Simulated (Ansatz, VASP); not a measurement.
# GaSi2: VASP beside Ansatz

```xyz
3
Lattice="3.8188 0.0000 0.0000 -1.9094 3.3072 0.0000 0.0000 0.0000 4.9471" Properties=species:S:1:pos:R:3 pbc="T T T"
Ga    0.0000    0.0000    0.0000
Si    1.9094    1.1024    3.6875
Si    1.9094    1.1024    1.2596
```

Alike in both runs: functional PBE; k mesh 12 × 12 × 10; occupations gaussian, width 0.1 eV; no spin polarisation.

Ansatz relaxed the structure, and its values are those at the end. VASP's run is a single point on that final structure, the one shown.

|  | VASP | Ansatz |
| --- | --- | --- |
| version | VASP 6.6.1 | Ansatz 0.2.0 |
| potentials or method | VASP PAW PBE potentials, release 64 (Ga_d, Si) | scalar-relativistic, plane waves, PAW |
| plane-wave cutoff (eV) | 520 | 420 |
| valence electrons in the cell | 21 | 21 |

|  | VASP | Ansatz | Ansatz less VASP |
| --- | --- | --- | --- |
| gap on the k mesh at the Fermi level (eV) | none | none | - |
| pressure (GPa) | 0.0 | 0.0 | +0.01 |

A gap of «none» marks a metal or a gap that the smearing closes.
